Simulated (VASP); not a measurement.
Computed with modified Becke-Johnson potential (mBJ), VASP's PBE PAW potentials (set 64) (plane waves; VASP 6.6.1).

The input files of a VASP run:

KPOINTS:
```
Automatic mesh
0
Gamma
4 4 6
0 0 0
```

### INCAR
```
ALGO  =  Normal
EDIFF  =  1E-6
ENCUT  =  520
ISIF  =  0
ISMEAR  =  0
ISPIN  =  2
LASPH  =  T
LCHARG  =  F
LMAXMIX  =  4
LMIXTAU  =  T
LORBIT  =  10
LREAL  =  F
LWAVE  =  F
MAGMOM  =  4.5 -4.5 -0.0 0.0 0.0 -0.0
METAGGA  =  MBJ
NELM  =  200
PREC  =  Accurate
SIGMA  =  0.05
SYSTEM  =  MnF2
```

File KPOINTS_OPT:
```
k-points along high-symmetry lines
6
Line-mode
Reciprocal
  0.000000   0.000000   0.000000 ! GAMMA
  0.500000   0.500000   0.000000 ! Y

  0.500000   0.500000   0.000000 ! Y
  0.500000   0.500000   0.000000 ! C_0

  0.500000  -0.500000   0.000000 ! SIGMA_0
  0.000000   0.000000   0.000000 ! GAMMA

  0.000000   0.000000   0.000000 ! GAMMA
  0.000000   0.000000   0.500000 ! Z

  0.000000   0.000000   0.500000 ! Z
  0.500000  -0.500000   0.500000 ! A_0

  0.500000   0.500000   0.500000 ! E_0
  0.500000   0.500000   0.500000 ! T

  0.500000   0.500000   0.500000 ! T
  0.500000   0.500000   0.000000 ! Y

  0.000000   0.000000   0.000000 ! GAMMA
  0.500000  -0.000000   0.000000 ! S

  0.500000  -0.000000   0.000000 ! S
  0.500000  -0.000000   0.500000 ! R

  0.500000  -0.000000   0.500000 ! R
  0.000000   0.000000   0.500000 ! Z

  0.000000   0.000000   0.500000 ! Z
  0.500000   0.500000   0.500000 ! T
```

### POSCAR
```
MnF2
4.93540
  1.0000000893   0.0000000000   0.0000000000
  0.0000000000   1.0000000893   0.0000000000
  0.0000000000   0.0000000000   0.6736701005
Mn F
2 4
Cartesian
  0.0000000000   1.0000000893   0.0000000000
  0.5000000446   0.5000000446   0.3368350502
  0.3036585003   0.3036585003   0.0000000000
  0.8036585449   0.1963415443   0.3368350502
  0.1963415443   0.8036585449   0.3368350502
  0.6963415890   0.6963415890   0.0000000000
```

POTCAR, in this order: Mn_pv F (PBE.64 set). Program: vasp_std. Read from the step before: WAVECAR.

The resulting files:

### OUTCAR
```
 ion  position               nearest neighbor table
   1  0.000  0.000  0.000-   3 2.12   6 2.12   5 2.15   4 2.15   4 2.15   5 2.15
   2  0.500  0.500  0.500-   4 2.12   5 2.12   3 2.15   6 2.15   3 2.15   6 2.15
   3  0.304  0.304  0.000-   1 2.12   2 2.15   2 2.15
   4  0.804  0.196  0.500-   2 2.12   1 2.15   1 2.15
   5  0.196  0.804  0.500-   2 2.12   1 2.15   1 2.15
   6  0.696  0.696  0.000-   1 2.12   2 2.15   2 2.15
  LATTYP: Found a simple tetragonal cell.
 ALAT       =     4.9354004405
 C/A-ratio  =     0.6736700404
 Subroutine PRICEL returns:
 Original cell was already a primitive cell.
 Subroutine GETGRP returns: Found 16 space group operations
The static configuration has the point symmetry D_2h.
 The point group associated with its full space group is D_4h.
The dynamic configuration has the point symmetry D_2h.
The overall configuration has the point symmetry D_2h.
 Subroutine INISYM returns: Found 16 space group operations
 Subroutine IBZKPT returns following result:
 Found     24 irreducible k-points:

 Following reciprocal coordinates:
            Coordinates               Weight
  0.000000  0.000000  0.000000      1.000000
  0.250000  0.000000  0.000000      4.000000
  0.500000  0.000000  0.000000      2.000000
  0.250000  0.250000  0.000000      4.000000
  0.500000  0.250000  0.000000      4.000000
  0.500000  0.500000  0.000000      1.000000
  0.000000  0.000000  0.166667      2.000000
  0.250000  0.000000  0.166667      8.000000
  0.500000  0.000000  0.166667      4.000000
  0.250000  0.250000  0.166667      8.000000
  0.500000  0.250000  0.166667      8.000000
  0.500000  0.500000  0.166667      2.000000
  0.000000  0.000000  0.333333      2.000000
  0.250000  0.000000  0.333333      8.000000
  0.500000  0.000000  0.333333      4.000000
  0.250000  0.250000  0.333333      8.000000
  0.500000  0.250000  0.333333      8.000000
...
```

**OSZICAR**
```
...
DAV: 115     0.234055368012E+03    0.14190E+05   -0.73779E+03  4728   0.442E+02    0.122E+03
DAV: 116     0.218779323935E+03   -0.15276E+02   -0.18154E+03  4448   0.274E+02    0.134E+03
DAV: 117     0.279547310108E+03    0.60768E+02   -0.79134E+02  4296   0.363E+02    0.114E+03
DAV: 118    -0.191023424462E+05   -0.19382E+05   -0.18599E+05  5328   0.162E+03    0.129E+03
DAV: 119    -0.270641167667E+03    0.18832E+05   -0.17557E+04  4552   0.192E+03    0.146E+03
DAV: 120     0.544263364548E+03    0.81490E+03   -0.70988E+03  4272   0.712E+02    0.130E+03
DAV: 121     0.377796375060E+03   -0.16647E+03   -0.17624E+03  5088   0.390E+02    0.139E+03
DAV: 122     0.390324418489E+03    0.12528E+02   -0.16642E+03  5144   0.629E+02    0.114E+03
DAV: 123     0.345721662115E+03   -0.44603E+02   -0.46538E+02  5584   0.210E+02    0.115E+03
DAV: 124     0.955270121797E+02   -0.25019E+03   -0.19659E+03  5160   0.197E+02    0.138E+03
DAV: 125    -0.248887698692E+04   -0.25844E+04   -0.28185E+04  4720   0.120E+03    0.144E+03
DAV: 126    -0.432248874689E+03    0.20566E+04   -0.12186E+04  4744   0.544E+02    0.121E+03
DAV: 127     0.721134060522E+03    0.11534E+04   -0.10078E+04  3672   0.146E+03    0.113E+03
DAV: 128     0.368587911454E+03   -0.35255E+03   -0.13763E+03  4952   0.794E+02    0.115E+03
DAV: 129     0.378130460488E+03    0.95425E+01   -0.77118E+02  5536   0.541E+02    0.114E+03
DAV: 130     0.470475627361E+03    0.92345E+02   -0.75836E+02  3944   0.520E+02    0.112E+03
DAV: 131    -0.172521007365E+03   -0.64300E+03   -0.89334E+03  5096   0.111E+03    0.140E+03
DAV: 132     0.105762348451E+03    0.27828E+03   -0.69312E+03  4904   0.114E+03    0.132E+03
DAV: 133     0.506310232578E+03    0.40055E+03   -0.36082E+03  3944   0.829E+02    0.113E+03
DAV: 134     0.464407556378E+03   -0.41903E+02   -0.52231E+02  3768   0.767E+02    0.113E+03
DAV: 135     0.289734685209E+03   -0.17467E+03   -0.15101E+03  5296   0.253E+02    0.117E+03
DAV: 136     0.470798176456E+03    0.18106E+03   -0.10803E+03  3752   0.416E+02    0.114E+03
DAV: 137    -0.465822801477E+04   -0.51290E+04   -0.37176E+04  5032   0.271E+03    0.116E+03
DAV: 138     0.711407737109E+03    0.53696E+04   -0.91652E+03  3840   0.111E+03    0.112E+03
DAV: 139     0.475961992625E+03   -0.23545E+03   -0.12964E+03  5488   0.302E+02    0.127E+03
DAV: 140     0.436117171123E+03   -0.39845E+02   -0.18549E+03  5216   0.365E+02    0.140E+03
DAV: 141     0.506548527289E+03    0.70431E+02   -0.14667E+03  4480   0.553E+02    0.123E+03
DAV: 142     0.402697365973E+03   -0.10385E+03   -0.21588E+03  3424   0.421E+02    0.126E+03
DAV: 143    -0.430184300322E+04   -0.47045E+04   -0.50398E+04  5184   0.226E+03    0.101E+03
DAV: 144     0.363619303202E+03    0.46655E+04   -0.80609E+03  4520   0.148E+03    0.129E+03
DAV: 145     0.159189618699E+03   -0.20443E+03   -0.46344E+03  5072   0.825E+02    0.119E+03
DAV: 146     0.780462770308E+03    0.62127E+03   -0.41173E+04  3080   0.700E+03    0.112E+03
DAV: 147     0.612040585888E+03   -0.16842E+03   -0.12135E+03  4536   0.855E+02    0.113E+03
DAV: 148     0.403486330817E+03   -0.20855E+03   -0.39878E+03  4712   0.573E+02    0.124E+03
DAV: 149     0.388761223826E+03   -0.14725E+02   -0.27395E+03  4776   0.355E+02    0.133E+03
DAV: 150    -0.483733176398E+04   -0.52261E+04   -0.39200E+04  4664   0.499E+03    0.781E+02
DAV: 151     0.869849897642E+02    0.49243E+04   -0.72406E+03  5248   0.718E+02    0.869E+02
DAV: 152     0.439580748834E+03    0.35260E+03   -0.46886E+03  4232   0.942E+02    0.382E+02
DAV: 153    -0.937253607522E+02   -0.53331E+03   -0.54679E+03  3800   0.113E+03    0.415E+02
DAV: 154     0.471444843129E+03    0.56517E+03   -0.25196E+03  4024   0.715E+02    0.799E+02
DAV: 155    -0.183283111053E+05   -0.18800E+05   -0.15576E+05  5192   0.661E+03    0.837E+02
DAV: 156     0.405260276662E+03    0.18734E+05   -0.81690E+03  3504   0.706E+02    0.407E+02
DAV: 157     0.639616316899E+03    0.23436E+03   -0.22976E+03  4712   0.899E+02    0.608E+02
DAV: 158     0.489946836867E+03   -0.14967E+03   -0.15697E+03  4944   0.611E+02    0.669E+02
DAV: 159     0.593610752534E+03    0.10366E+03   -0.21687E+03  4336   0.121E+03    0.791E+02
DAV: 160     0.436415010418E+03   -0.15720E+03   -0.12147E+03  4416   0.464E+02    0.892E+02
DAV: 161     0.147236858150E+03   -0.28918E+03   -0.23526E+03  5312   0.207E+02    0.106E+03
DAV: 162     0.132844807122E+03   -0.14392E+02   -0.10462E+04  4752   0.999E+02    0.116E+03
DAV: 163     0.676338531034E+03    0.54349E+03   -0.42235E+04  3176   0.203E+03    0.112E+03
DAV: 164     0.280019979340E+01   -0.67354E+03   -0.46459E+03  5760   0.181E+02    0.276E+02
DAV: 165     0.313104489844E+03    0.31030E+03   -0.47509E+03  4256   0.568E+02    0.438E+02
DAV: 166     0.498458336321E+03    0.18535E+03   -0.10044E+03  5640   0.563E+02    0.279E+02
DAV: 167    -0.283825839261E+04   -0.33367E+04   -0.27481E+04  5632   0.109E+03    0.898E+02
DAV: 168    -0.280927980834E+04    0.28979E+02   -0.34742E+04  3808   0.248E+03    0.130E+03
DAV: 169    -0.900604890494E+03    0.19087E+04   -0.35603E+04  4024   0.227E+03    0.940E+02
DAV: 170     0.344683075816E+03    0.12453E+04   -0.55276E+03  4584   0.541E+02    0.104E+03
DAV: 171    -0.115692724258E+04   -0.15016E+04   -0.15016E+04  5968   0.824E+02    0.111E+03
DAV: 172     0.452431876296E+03    0.16094E+04   -0.73170E+03  3544   0.471E+03    0.116E+03
DAV: 173    -0.201359456058E+06   -0.20181E+06   -0.11921E+06  5376   0.137E+05    0.113E+03
DAV: 174     0.241582060781E+03    0.20160E+06   -0.74551E+03  4136   0.733E+02    0.108E+03
DAV: 175    -0.488976578369E+04   -0.51313E+04   -0.52913E+04  5424   0.180E+03    0.155E+03
DAV: 176    -0.202521523007E+04    0.28646E+04   -0.34889E+04  4520   0.286E+03    0.111E+03
DAV: 177     0.430347831453E+03    0.24556E+04   -0.21715E+03  5688   0.127E+03    0.114E+03
DAV: 178    -0.667101323721E+03   -0.10974E+04   -0.13173E+04  5040   0.961E+02    0.117E+03
DAV: 179    -0.385759840684E+03    0.28134E+03   -0.98935E+03  5272   0.556E+02    0.117E+03
DAV: 180     0.362608376639E+03    0.74837E+03   -0.67505E+03  4784   0.694E+02    0.115E+03
DAV: 181    -0.215815231755E+04   -0.25208E+04   -0.24653E+04  5440   0.310E+02    0.132E+03
DAV: 182     0.370675931714E+03    0.25288E+04   -0.25252E+03  4312   0.391E+02    0.115E+03
DAV: 183     0.301035376479E+03   -0.69641E+02   -0.65409E+02  4296   0.219E+02    0.115E+03
DAV: 184     0.230839004099E+03   -0.70196E+02   -0.14358E+03  4144   0.227E+02    0.152E+03
DAV: 185     0.222232130069E+03   -0.86069E+01   -0.10844E+03  4552   0.188E+02    0.125E+03
DAV: 186    -0.313496664150E+04   -0.33572E+04   -0.32403E+04  4880   0.705E+02    0.118E+03
DAV: 187    -0.961788649664E+04   -0.64829E+04   -0.92278E+04  5528   0.172E+03    0.118E+03
DAV: 188    -0.578673028676E+03    0.90392E+04   -0.67321E+03  4456   0.588E+02    0.133E+03
DAV: 189     0.506483835539E+03    0.10852E+04   -0.35467E+04  3872   0.682E+03    0.125E+03
DAV: 190     0.588526635381E+03    0.82043E+02   -0.16605E+04  3632   0.214E+03    0.119E+03
DAV: 191     0.386349354608E+03   -0.20218E+03   -0.24037E+03  5616   0.626E+02    0.122E+03
DAV: 192     0.486894693149E+03    0.10055E+03   -0.45019E+03  3608   0.127E+03    0.116E+03
DAV: 193    -0.325443800698E+03   -0.81234E+03   -0.71725E+03  5720   0.500E+02    0.121E+03
DAV: 194    -0.841616755403E+03   -0.51617E+03   -0.10192E+04  5296   0.284E+03    0.100E+03
DAV: 195     0.484293983530E+03    0.13259E+04   -0.59342E+03  4160   0.707E+02    0.114E+03
DAV: 196     0.326593897454E+03   -0.15770E+03   -0.17010E+03  5976   0.571E+02    0.557E+02
DAV: 197     0.465547135609E+03    0.13895E+03   -0.34817E+03  4608   0.693E+02    0.502E+02
DAV: 198     0.161968993743E+03   -0.30358E+03   -0.56042E+03  4480   0.936E+02    0.698E+02
DAV: 199     0.381613677223E+03    0.21964E+03   -0.57603E+03  4032   0.569E+02    0.695E+02
DAV: 200     0.327775046700E+03   -0.53839E+02   -0.69438E+02  5240   0.383E+02
   1 F= 0.32777505E+03 E0= 0.32777597E+03  d E =-.184011E-02  mag=    -0.0000
       N       E                     dE             ncg
       N       E                     dE             ncg
       N       E                     dE             ncg
```

File OUTCAR:
```
------------------------ aborting loop EDIFF was not reached (unconverged)  ----------------------------
  volume of cell :       80.99
      direct lattice vectors                 reciprocal lattice vectors
     4.935400440  0.000000000  0.000000000     0.202617804  0.000000000  0.000000000
     0.000000000  4.935400440  0.000000000     0.000000000  0.202617804  0.000000000
     0.000000000  0.000000000  3.324831414     0.000000000  0.000000000  0.300767129
 POSITION                                       TOTAL-FORCE (eV/Angst)
 -----------------------------------------------------------------------------------
      0.00000      0.00000      0.00000        -0.000000      0.000000      0.000000
      2.46770      2.46770      1.66242        -0.000000      0.000000      0.000000
      1.49868      1.49868      0.00000         5.789928      5.789928     -0.000000
      3.96638      0.96902      1.66242         5.789928     -5.789928      0.000000
      0.96902      3.96638      1.66242        -5.789928      5.789928      0.000000
      3.43672      3.43672      0.00000        -5.789928     -5.789928      0.000000
 -----------------------------------------------------------------------------------
    total drift:                                0.000000     -0.000000     -0.000000
  FREE ENERGIE OF THE ION-ELECTRON SYSTEM (eV)
  ---------------------------------------------------
  free  energy   TOTEN  =       327.7750467000 eV

  energy  without entropy=      327.7768868094  energy(sigma->0) =      327.77596675

     CMBJ =    1.0000

     CMBJA=   -0.0120

     CMBJB=    1.0230

     CMBJE=    0.5000

    CMBJ =    2.0000

 total charge

# of ion       s       p       d       tot
------------------------------------------
    1        8.572   6.024   4.447  19.043
    2        8.572   6.024   4.447  19.043
    3        1.906   4.778   0.000   6.685
    4        1.906   4.778   0.000   6.685
    5        1.906   4.778   0.000   6.685
    6        1.906   4.778   0.000   6.685
--------------------------------------------------
tot         24.768  31.162   8.895  64.825

 magnetization (x)

# of ion       s       p       d       tot
------------------------------------------
    1        7.864   0.307   4.292  12.463
    2       -7.864  -0.307  -4.292 -12.463
    3       -0.000  -0.204   0.000  -0.205
    4        0.000   0.204   0.000   0.205
    5        0.000   0.204   0.000   0.205
    6       -0.000  -0.204   0.000  -0.205
--------------------------------------------------
tot          0.000   0.000   0.000   0.000
```
(Selected blocks of OUTCAR.)

### stdout
```
...
DAV: 188    -0.578673028676E+03    0.90392E+04   -0.67321E+03  4456   0.588E+02    0.133E+03
DAV: 189     0.506483835539E+03    0.10852E+04   -0.35467E+04  3872   0.682E+03    0.125E+03
DAV: 190     0.588526635381E+03    0.82043E+02   -0.16605E+04  3632   0.214E+03    0.119E+03
DAV: 191     0.386349354608E+03   -0.20218E+03   -0.24037E+03  5616   0.626E+02    0.122E+03
DAV: 192     0.486894693149E+03    0.10055E+03   -0.45019E+03  3608   0.127E+03    0.116E+03
DAV: 193    -0.325443800698E+03   -0.81234E+03   -0.71725E+03  5720   0.500E+02    0.121E+03
DAV: 194    -0.841616755403E+03   -0.51617E+03   -0.10192E+04  5296   0.284E+03    0.100E+03
DAV: 195     0.484293983530E+03    0.13259E+04   -0.59342E+03  4160   0.707E+02    0.114E+03
DAV: 196     0.326593897454E+03   -0.15770E+03   -0.17010E+03  5976   0.571E+02    0.557E+02
DAV: 197     0.465547135609E+03    0.13895E+03   -0.34817E+03  4608   0.693E+02    0.502E+02
DAV: 198     0.161968993743E+03   -0.30358E+03   -0.56042E+03  4480   0.936E+02    0.698E+02
DAV: 199     0.381613677223E+03    0.21964E+03   -0.57603E+03  4032   0.569E+02    0.695E+02
DAV: 200     0.327775046700E+03   -0.53839E+02   -0.69438E+02  5240   0.383E+02

 -----------------------------------------------------------------------------
|                                                                             |
|           W    W    AA    RRRRR   N    N  II  N    N   GGGG   !!!           |
|           W    W   A  A   R    R  NN   N  II  NN   N  G    G  !!!           |
|           W    W  A    A  R    R  N N  N  II  N N  N  G       !!!           |
|           W WW W  AAAAAA  RRRRR   N  N N  II  N  N N  G  GGG   !            |
|           WW  WW  A    A  R   R   N   NN  II  N   NN  G    G                |
|           W    W  A    A  R    R  N    N  II  N    N   GGGG   !!!           |
|                                                                             |
|     The electronic self-consistency was not achieved in the given           |
|     number of steps (NELM). The forces and other quantities evaluated       |
|     might not be reliable so examine the results carefully. If you find     |
|     spurious results, we suggest increasing NELM, if you were close to      |
|     convergence or switching to a different ALGO or adjusting the           |
|     density mixing parameters otherwise.                                    |
|                                                                             |
 -----------------------------------------------------------------------------

   1 F= 0.32777505E+03 E0= 0.32777597E+03  d E =-.184011E-02  mag=    -0.0000
 Start KPOINTS_OPT (optional k-point list driver)
k-point batch [1-24\66]
       N       E                     dE             ncg
k-point batch [25-48\66]
       N       E                     dE             ncg
k-point batch [49-66\66]
       N       E                     dE             ncg
```

Convergence was not reached.

mBJ is a potential without an energy functional, so only the levels count.

The compound is MnF2 in the rutile structure. It was relaxed first. The k-mesh is coarse (spacing up to 0.32 per Å, 2π included), so the numbers may not be converged in it. The cell's shape comes from a PBE relaxation.
